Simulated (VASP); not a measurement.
## Nickel: how cutoff and mesh change the relaxed cell

Aim: test the relaxed volume of Nickel against cutoff and mesh. The starting structure is a measured crystal structure from the Crystallography Open Database. The first relaxation on each setting starts from this cell expanded by 3 % in volume.

Program: VASP 6.6.1. Level of theory: Kohn-Sham DFT with plane waves and PAW; PBEsol. Results are calculated unless marked as measured.

### 1. Set-up

Symmetry: Fm-3m, No. 225, cubic system. The conventional cell has a = 3.524 Å, b = 3.524 Å, c = 3.524 Å, α = 90.00°, β = 90.00°, γ = 90.00°. Nearest to Ni lie 12 Ni at 2.49 Å.

Coordinates:

```xyz
1
Lattice="0.0000 1.7620 1.7620 1.7620 0.0000 1.7620 1.7620 1.7620 0.0000" Properties=species:S:1:pos:R:3 pbc="T T T"
Ni    0.0000    0.0000    0.0000
```

### 2. Reference relaxation

This run starts from the cell of an earlier relaxation, which isn't shown; the restart sets up the plane waves anew.

File INCAR:

```
SYSTEM = Ni
PREC = Accurate
ENCUT = 450
EDIFF = 1E-06
NELM = 100
ISMEAR = 1
SIGMA = 0.15
LREAL = .FALSE.
ALGO = Normal
GGA = PS
NBANDS = 11
ISPIN = 2
MAGMOM = 1
LMAXMIX = 4
LORBIT = 11
LWAVE = .FALSE.
LCHARG = .FALSE.
KPAR = 4
IBRION = 2
NSW = 50
ISIF = 3
EDIFFG = -0.006
```

File POSCAR:

```
Ni
1.0
    0.0000000000      1.7316594277      1.7316594277
    1.7316594277      0.0000000000      1.7316594277
    1.7316594277      1.7316594277      0.0000000000
Ni
1
Direct
    0.0000000000      0.0000000000      0.0000000000
```

File KPOINTS:

```
Automatic mesh
0
Gamma
22 22 22
0 0 0
```

Potentials, in the order of the species: Ni (PBE family, release 64).

On the command line:

```bash
mpirun -np 4 vasp_std
```

The program printed:

```text
[banner, memory and clock lines left out]
running    4 mpi-ranks, on    1 nodes
 distrk:  each k-point on    1 cores,    4 groups
 distr:  one band on    1 cores,    1 groups

 POSCAR found type information on POSCAR Ni
 POSCAR found :  1 types and       1 ions
|                                                                             |
|               ----> ADVICE to this user running VASP <----                  |
|                                                                             |
|     You enforced a specific xc type in the INCAR file but a different       |
|     [... a line on the potential file left out ...]
|     I HOPE YOU KNOW WHAT YOU ARE DOING!                                     |
|                                                                             |

 LDA part: xc-table for (Slater+PW92), standard interpolation
 POSCAR, INCAR and KPOINTS ok, starting setup
 FFT: planning ... GRIDC
 FFT: planning ... GRID_SOFT
 FFT: planning ... GRID
 WAVECAR not read
 entering main loop
       N       E                     dE             d eps       ncg     rms          rms(c)
DAV:   1     0.255473451050E+02    0.25547E+02   -0.42427E+03 15136   0.106E+03
DAV:   2    -0.651760948093E+01   -0.32065E+02   -0.30192E+02 14984   0.163E+02
DAV:   3    -0.733771461014E+01   -0.82011E+00   -0.81278E+00 16239   0.303E+01
DAV:   4    -0.734424201706E+01   -0.65274E-02   -0.65260E-02 16111   0.237E+00
DAV:   5    -0.734437456304E+01   -0.13255E-03   -0.13254E-03 16421   0.323E-01    0.111E+01
DAV:   6    -0.649059089140E+01    0.85378E+00   -0.16482E+01 17307   0.585E+01    0.591E+00
DAV:   7    -0.615547935194E+01    0.33511E+00   -0.26671E+00 17285   0.218E+01    0.201E+00
DAV:   8    -0.613743667799E+01    0.18043E-01   -0.21296E-02 20702   0.141E+00    0.990E-01
DAV:   9    -0.613432095535E+01    0.31157E-02   -0.21152E-03 21536   0.365E-01    0.283E-01
DAV:  10    -0.613365963419E+01    0.66132E-03   -0.42741E-04 21718   0.140E-01    0.523E-02
DAV:  11    -0.613360613867E+01    0.53496E-04   -0.59467E-05 18322   0.636E-02    0.309E-02
DAV:  12    -0.613360784044E+01   -0.17018E-05   -0.19529E-06 10279   0.118E-02    0.104E-02
DAV:  13    -0.613360792844E+01   -0.88009E-07   -0.35819E-07  7897   0.683E-03
   1 F= -.61336079E+01 E0= -.61336003E+01  d E =-.613361E+01  mag=     0.6379
 curvature:   0.00 expect dE= 0.000E+00 dE for cont linesearch  0.000E+00
 trial: gam= 0.00000 g(F)=  0.199E-62 g(S)=  0.672E-04 ort = 0.000E+00 (trialstep = 0.100E+01)
 search vector abs. value=  0.672E-04
 bond charge predicted
       N       E                     dE             d eps       ncg     rms          rms(c)
DAV:   1    -0.613531989290E+01   -0.17121E-02   -0.24622E-02 17168   0.237E+00    0.351E-01
DAV:   2    -0.613412584624E+01    0.11940E-02   -0.23266E-02 17591   0.203E+00    0.183E-01
DAV:   3    -0.613363013818E+01    0.49571E-03   -0.33656E-03 17246   0.811E-01    0.558E-02
DAV:   4    -0.613359705797E+01    0.33080E-04   -0.20820E-05 16372   0.347E-02    0.320E-02
DAV:   5    -0.613359120590E+01    0.58521E-05   -0.99749E-06 19011   0.206E-02    0.570E-03
DAV:   6    -0.613359119012E+01    0.15782E-07   -0.26819E-07  7732   0.391E-03
   2 F= -.61335912E+01 E0= -.61335791E+01  d E =0.167383E-04  mag=     0.6372
 trial-energy change:    0.000017  1 .order    0.000015   -0.000067    0.000097
 step:   0.4107(harm=  0.4107)  dis= 0.00000  next Energy=    -6.133622 (dE=-0.138E-04)
 bond charge predicted
       N       E                     dE             d eps       ncg     rms          rms(c)
DAV:   1    -0.613422336828E+01   -0.63216E-03   -0.85322E-03 17117   0.140E+00    0.207E-01
DAV:   2    -0.613380501174E+01    0.41836E-03   -0.81559E-03 17576   0.119E+00    0.108E-01
DAV:   3    -0.613363195928E+01    0.17305E-03   -0.11798E-03 17213   0.481E-01    0.332E-02
DAV:   4    -0.613362007533E+01    0.11884E-04   -0.75095E-06 16344   0.210E-02    0.190E-02
DAV:   5    -0.613361805037E+01    0.20250E-05   -0.33135E-06 11276   0.122E-02    0.342E-03
DAV:   6    -0.613361829085E+01   -0.24048E-06   -0.22401E-07  7441   0.425E-03
   3 F= -.61336183E+01 E0= -.61336093E+01  d E =-.103624E-04  mag=     0.6375
 curvature:  -0.21 expect dE=-0.978E-07 dE for cont linesearch -0.978E-07
 trial: gam= 0.00000 g(F)=  0.142E-62 g(S)=  0.476E-06 ort =-0.566E-05 (trialstep = 0.882E+00)
 search vector abs. value=  0.476E-06
 reached required accuracy - stopping structural energy minimisation
```

It took 13 s on 4 MPI ranks of Intel Xeon 6975P-C (Granite Rapids), shared host; peak memory 0.61 GiB; 51 s of CPU time.

Lines that name or quote the potential files are left out of all logs, and their timing lines are given in words.

OUTCAR, selected parts (step 2):

```text
ion  position               nearest neighbor table
   1  0.000  0.000  0.000-

  LATTYP: Found a face centered cubic cell.
 ALAT       =     3.4633188554

 Subroutine GETGRP returns: Found 48 space group operations
 (whereof 48 operations were pure point group operations)

The static configuration has the point symmetry O_h .

 Found    328 irreducible k-points:

   k-points           NKPTS =    328   k-points in BZ     NKDIM =    328   number of bands    NBANDS=     11

   dimension x,y,z NGX =    18 NGY =   18 NGZ =   18
   dimension x,y,z NGXF=    36 NGYF=   36 NGZF=   36

   ENCUT  =  450.0 eV  33.07 Ry    5.75 a.u.   4.24  4.24  4.24*2*pi/ulx,y,z

   NELECT =      10.0000    total number of electrons

 k-points in reciprocal lattice and weights: Automatic mesh
   0.00000000  0.00000000  0.00000000       0.000
   0.04545455  0.00000000  0.00000000       0.001
   0.09090909  0.00000000  0.00000000       0.001
   0.13636364  0.00000000  0.00000000       0.001
   0.18181818  0.00000000  0.00000000       0.001
   0.22727273  0.00000000  0.00000000       0.001
   0.27272727  0.00000000  0.00000000       0.001
   0.31818182  0.00000000  0.00000000       0.001
   0.36363636  0.00000000  0.00000000       0.001
[...]
-0.27272727  0.45454545  0.22727273       0.002
  -0.27272727  0.50000000  0.22727273       0.001

 average (electrostatic) potential at core
       1 -81.2831

 E-fermi :   9.8856

 spin component 1
 k-point     1 :       0.0000    0.0000    0.0000
  band No.  band energies     occupation
    ...
      2       7.3220      1.00000
      3       7.3220      1.00000
      4       7.3220      1.00000
      5       8.5641      1.00000
      6       8.5641      1.00000
      7      33.9832      0.00000
      8      38.1970      0.00000
      9      38.1970      0.00000
     10      38.1970      0.00000
     11      41.2809      0.00000

 k-point     2 :       0.0455    0.0000    0.0000
  band No.  band energies     occupation
    ...
      2       7.2988      1.00000
      3       7.3416      1.00000
      4       7.3416      1.00000
      5       8.5553      1.00000
      6       8.5553      1.00000
      7      33.7694      0.00000
      8      36.9671      0.00000
      9      37.9977      0.00000
     10      37.9977      0.00000
     11      41.5719      0.00000

 k-point     3 :       0.0909    0.0000    0.0000
  band No.  band energies     occupation
    ...
      2       7.2341      1.00000
      3       7.3960      1.00000
      4       7.3960      1.00000
      5       8.5340      1.00000
      6       8.5340      1.00000
      7      32.7123      0.00000
      8      35.5841      0.00000
      9      37.5581      0.00000
     10      37.5581      0.00000
     11      42.2485      0.00000

 k-point     4 :       0.1364    0.0000    0.0000
  band No.  band energies     occupation
    ...
      2       7.1412      1.00000
      3       7.4696      1.00000
      4       7.4696      1.00000
      5       8.5148      1.00000
      6       8.5148      1.00000
      7      30.6496      0.00000
      8      35.0418      0.00000
      9      37.0726      0.00000
     10      37.0726      0.00000
     11      42.3447      0.00000

 k-point     5 :       0.1818    0.0000    0.0000
  band No.  band energies     occupation
    ...
      2       7.0429      1.00000
      3       7.5355      1.00000
      4       7.5355      1.00000
      5       8.5234      1.00000
      6       8.5234      1.00000
      7      28.2880      0.00000
      8      34.7170      0.00000
      9      36.6252      0.00000
     10      36.6252      0.00000
     11      42.3724      0.00000

 k-point     6 :       0.2273    0.0000    0.0000
  band No.  band energies     occupation
    ...
      2       6.9749      1.00000
      3       7.5639      1.00000
      4       7.5639      1.00000
      5       8.5863      1.00000
      6       8.5863      1.00000
      7      25.9181      0.00000
      8      34.3460      0.00000
      9      36.2431      0.00000
     10      36.2431      0.00000
     11      42.2452      0.00000

  Total        0.0018137      0.0018137      0.0018137     -0.0000000      0.0000000      0.0000000
  in kB        0.2801663      0.2801663      0.2801663     -0.0000000      0.0000000      0.0000000
  external PRESSURE =       0.2801663 kB  Pullay stress =       0.0000000 kB

  energy-cutoff  :      450.00
  volume of cell :       10.37
      direct lattice vectors                 reciprocal lattice vectors
     0.000000000  1.730919929  1.730919929    -0.288863737  0.288863737  0.288863737
     1.730919929 -0.000000000  1.730919929     0.288863737 -0.288863737  0.288863737
     1.730919929  1.730919929  0.000000000     0.288863737  0.288863737 -0.288863737

 POSITION                                       TOTAL-FORCE (eV/Angst)
 -----------------------------------------------------------------------------------
      0.00000      0.00000      0.00000         0.000000     -0.000000     -0.000000
 -----------------------------------------------------------------------------------
    total drift:                                0.000000     -0.000000     -0.000000

  FREE ENERGIE OF THE ION-ELECTRON SYSTEM (eV)
  ---------------------------------------------------
  free  energy   TOTEN  =        -6.1336182909 eV

  energy  without entropy=       -6.1335914149  energy(sigma->0) =       -6.13360933

 reached required accuracy - stopping structural energy minimisation

 total charge
# of ion       s       p       d       tot
------------------------------------------
    1        0.522   0.548   8.333   9.402

 magnetization (x)
# of ion       s       p       d       tot
------------------------------------------
    1       -0.006  -0.024   0.672   0.643

[... 6 further parts left out ...]
```

CONTCAR:

```
Ni
   1.00000000000000
     0.0000000000000000    1.7309199289979758    1.7309199289979758
     1.7309199289979758   -0.0000000000000000    1.7309199289979758
     1.7309199289979758    1.7309199289979758    0.0000000000000000
  Ni
     1
Direct
     0.0000000000000000    0.0000000000000000    0.0000000000000000
```

The cell holds one magnetic atom, so no antiferromagnetic order fits into it. The PAW data sets were made with PBE, which is usual practice but a small mismatch for other functionals. The run keeps the 48 symmetry operations of its start, so it cannot find a distortion of lower symmetry.

The reference relaxation ends at 10.372 Å³ an atom.

### 3. Relaxation with a cutoff of 270 eV

Against step 2 the input has ENCUT = 270. This run starts from the cell of an earlier relaxation, which isn't shown; the restart sets up the plane waves anew.

INCAR, as its differences from that of step 2:

```diff
@@ -2,3 +2,3 @@
 PREC = Accurate
-ENCUT = 450
+ENCUT = 270
 EDIFF = 1E-06
```

File POSCAR:

```
Ni
1.0
    0.0000000000      1.7280429864      1.7280429864
    1.7280429864      0.0000000000      1.7280429864
    1.7280429864      1.7280429864      0.0000000000
Ni
1
Direct
    0.0000000000      0.0000000000      0.0000000000
```

KPOINTS is that of step 2.

On the command line:

```bash
mpirun -np 4 vasp_std
```

The program printed:

```text
[banner, memory and clock lines left out]
running    4 mpi-ranks, on    1 nodes
[...]
[... a notice as in an earlier step ...]

 LDA part: xc-table for (Slater+PW92), standard interpolation
 POSCAR, INCAR and KPOINTS ok, starting setup
[...]
entering main loop
       N       E                     dE             d eps       ncg     rms          rms(c)
DAV:   1     0.148230654693E+02    0.14823E+02   -0.31148E+03 16033   0.689E+02
DAV:   2    -0.697840044331E+01   -0.21801E+02   -0.20501E+02 15095   0.121E+02
DAV:   3    -0.733767446257E+01   -0.35927E+00   -0.35763E+00 16145   0.176E+01
DAV:   4    -0.733947363772E+01   -0.17992E-02   -0.17990E-02 15708   0.112E+00
[...]
DAV:  11    -0.613233810312E+01    0.45755E-04   -0.51850E-05 18025   0.586E-02    0.285E-02
DAV:  12    -0.613233920432E+01   -0.11012E-05   -0.13640E-06  9431   0.908E-03    0.105E-02
DAV:  13    -0.613233898558E+01    0.21874E-06   -0.21792E-07  7825   0.491E-03
   1 F= -.61323390E+01 E0= -.61323089E+01  d E =-.613234E+01  mag=     0.6358
[...]
2 F= -.61297092E+01 E0= -.61296087E+01  d E =0.262982E-02  mag=     0.6267
 trial-energy change:    0.002630  1 .order    0.002588   -0.007032    0.012208
 step:   0.3625(harm=  0.3655)  dis= 0.00000  next Energy=    -6.133611 (dE=-0.127E-02)
[...]
N       E                     dE             d eps       ncg     rms          rms(c)
DAV:   1    -0.620644012350E+01   -0.76730E-01   -0.10368E+00 16841   0.143E+01    0.228E+00
DAV:   2    -0.615440626732E+01    0.52034E-01   -0.95518E-01 17312   0.114E+01    0.113E+00
DAV:   3    -0.613522917401E+01    0.19177E-01   -0.12738E-01 16988   0.454E+00    0.368E-01
DAV:   4    -0.613375106209E+01    0.14781E-02   -0.10755E-03 16351   0.251E-01    0.215E-01
DAV:   5    -0.613358988965E+01    0.16117E-03   -0.26124E-04 18350   0.101E-01    0.423E-02
DAV:   6    -0.613360214328E+01   -0.12254E-04   -0.25820E-05 16436   0.478E-02    0.156E-02
DAV:   7    -0.613360469514E+01   -0.25519E-05   -0.16475E-06 11670   0.161E-02    0.102E-02
DAV:   8    -0.613360569550E+01   -0.10004E-05   -0.19898E-07  7540   0.472E-03    0.336E-03
DAV:   9    -0.613360564633E+01    0.49169E-07   -0.37757E-08  7375   0.211E-03
   3 F= -.61336056E+01 E0= -.61335567E+01  d E =-.126666E-02  mag=     0.6330
[...]
reached required accuracy - stopping structural energy minimisation
```

Run time: 6 s. Hardware: 4 MPI ranks; peak memory 0.51 GiB.

Parts of OUTCAR (step 3):

```text
  Total       -0.0007543     -0.0007543     -0.0007543      0.0000000     -0.0000000      0.0000000
  in kB       -0.1184646     -0.1184646     -0.1184646      0.0000000     -0.0000000      0.0000000
  external PRESSURE =      -0.1184646 kB  Pullay stress =       0.0000000 kB

 POSITION                                       TOTAL-FORCE (eV/Angst)
 -----------------------------------------------------------------------------------
      0.00000      0.00000      0.00000         0.000000     -0.000000     -0.000000
 -----------------------------------------------------------------------------------
    total drift:                               -0.000000     -0.000000     -0.000000

  FREE ENERGIE OF THE ION-ELECTRON SYSTEM (eV)
  ---------------------------------------------------
  free  energy   TOTEN  =        -6.1336056463 eV

  energy  without entropy=       -6.1334587646  energy(sigma->0) =       -6.13355669

 magnetization (x)
# of ion       s       p       d       tot
------------------------------------------
    1       -0.006  -0.024   0.668   0.638

[... 2 parts as in an earlier step ...]

[... 2 further parts left out ...]
[key lines of the parts left out:]
E-fermi :  10.1286
```

With a cutoff of 270 eV the cell ends at 10.201 Å³ an atom, -1.64 % from the reference, and since the restart alone still moved it by -1.2 % it may not have settled.

### 4. Relaxation with a 12×12×12 mesh

Against step 2 the input has a 12×12×12 mesh. This run starts from the cell of an earlier relaxation, which isn't shown; the restart sets up the plane waves anew.

INCAR, as its differences from that of step 3:

```diff
@@ -2,3 +2,3 @@
 PREC = Accurate
-ENCUT = 270
+ENCUT = 450
 EDIFF = 1E-06
```

File POSCAR:

```
Ni
1.0
    0.0000000000      1.7319562709      1.7319562709
    1.7319562709      0.0000000000      1.7319562709
    1.7319562709      1.7319562709      0.0000000000
Ni
1
Direct
    0.0000000000      0.0000000000      0.0000000000
```

File KPOINTS:

```
Automatic mesh
0
Gamma
12 12 12
0 0 0
```

On the command line:

```bash
mpirun -np 4 vasp_std
```

The program printed:

```text
[... set-up lines as in an earlier step ...]
 entering main loop
       N       E                     dE             d eps       ncg     rms          rms(c)
DAV:   1     0.249641600961E+02    0.24964E+02   -0.42700E+03  3262   0.107E+03
DAV:   2    -0.652289342666E+01   -0.31487E+02   -0.29569E+02  3321   0.161E+02
DAV:   3    -0.734555514817E+01   -0.82266E+00   -0.81854E+00  3575   0.305E+01
DAV:   4    -0.735183699289E+01   -0.62818E-02   -0.62805E-02  3559   0.236E+00
[...]
DAV:  10    -0.613151731579E+01    0.81110E-03   -0.82401E-04  4724   0.211E-01    0.399E-02
DAV:  11    -0.613150405588E+01    0.13260E-04   -0.39061E-05  3888   0.699E-02    0.179E-02
DAV:  12    -0.613150459446E+01   -0.53858E-06   -0.65537E-06  2832   0.174E-02
   1 F= -.61315046E+01 E0= -.61307133E+01  d E =-.613150E+01  mag=     0.6553
[...]
N       E                     dE             d eps       ncg     rms          rms(c)
DAV:   1    -0.613265841490E+01   -0.11544E-02   -0.17032E-02  3753   0.197E+00    0.291E-01
[...]
DAV:   4    -0.613148575540E+01    0.20405E-04   -0.15407E-05  3648   0.329E-02    0.261E-02
DAV:   5    -0.613148247049E+01    0.32849E-05   -0.75002E-06  3298   0.216E-02    0.674E-03
DAV:   6    -0.613148231581E+01    0.15468E-06   -0.20882E-07  1880   0.535E-03
   2 F= -.61314823E+01 E0= -.61306653E+01  d E =0.222786E-04  mag=     0.6526
 trial-energy change:    0.000022  1 .order    0.000015   -0.000046    0.000077
 step:   0.3031(harm=  0.3777)  dis= 0.00000  next Energy=    -6.131511 (dE=-0.684E-05)
[...]
N       E                     dE             d eps       ncg     rms          rms(c)
DAV:   1    -0.613208424423E+01   -0.60177E-03   -0.82162E-03  3744   0.137E+00    0.203E-01
DAV:   2    -0.613167208148E+01    0.41216E-03   -0.76308E-03  3834   0.116E+00    0.104E-01
DAV:   3    -0.613151902896E+01    0.15305E-03   -0.10541E-03  3744   0.457E-01    0.340E-02
DAV:   4    -0.613150867579E+01    0.10353E-04   -0.80413E-06  3653   0.242E-02    0.183E-02
DAV:   5    -0.613150715389E+01    0.15219E-05   -0.37616E-06  2823   0.158E-02    0.492E-03
DAV:   6    -0.613150755178E+01   -0.39789E-06   -0.13900E-07  1650   0.447E-03
   3 F= -.61315076E+01 E0= -.61307097E+01  d E =-.295732E-05  mag=     0.6551
[...]
reached required accuracy - stopping structural energy minimisation
```

Wall time 4.2 s (4 MPI ranks); peak memory 0.48 GiB; 15 s of CPU time.

OUTCAR, selected parts (step 4):

```text
  Total        0.0010570      0.0010570      0.0010570      0.0000000      0.0000000      0.0000000
  in kB        0.1631131      0.1631131      0.1631131      0.0000000      0.0000000      0.0000000
  external PRESSURE =       0.1631131 kB  Pullay stress =       0.0000000 kB

 POSITION                                       TOTAL-FORCE (eV/Angst)
 -----------------------------------------------------------------------------------
      0.00000      0.00000      0.00000        -0.000000     -0.000000      0.000000
 -----------------------------------------------------------------------------------
    total drift:                                0.000000      0.000000     -0.000000

  FREE ENERGIE OF THE ION-ELECTRON SYSTEM (eV)
  ---------------------------------------------------
  free  energy   TOTEN  =        -6.1315075518 eV

  energy  without entropy=       -6.1291140905  energy(sigma->0) =       -6.13070973

 magnetization (x)
# of ion       s       p       d       tot
------------------------------------------
    1       -0.006  -0.025   0.691   0.661

[... 1 part as in an earlier step ...]

[... 3 further parts left out ...]
[key lines of the parts left out:]
E-fermi :   9.8663
```

With a 12×12×12 mesh the cell ends at 10.382 Å³ an atom, +0.10 % from the reference.

(Part 1 of 2 ends here.)

[Lines on the potential files, build, host, timing and source positions are cut from VASP's logs without a mark.]

[Logs are printed without paths, hosts, clocks, repeated set-up lines and the standing remarks that a program may print on its own settings, such as how far it seeks lower states.]

[Hosts, paths, dates, database ids (printed as entryN), source tags and the programs' standing remarks are cut or masked in the printed files.]
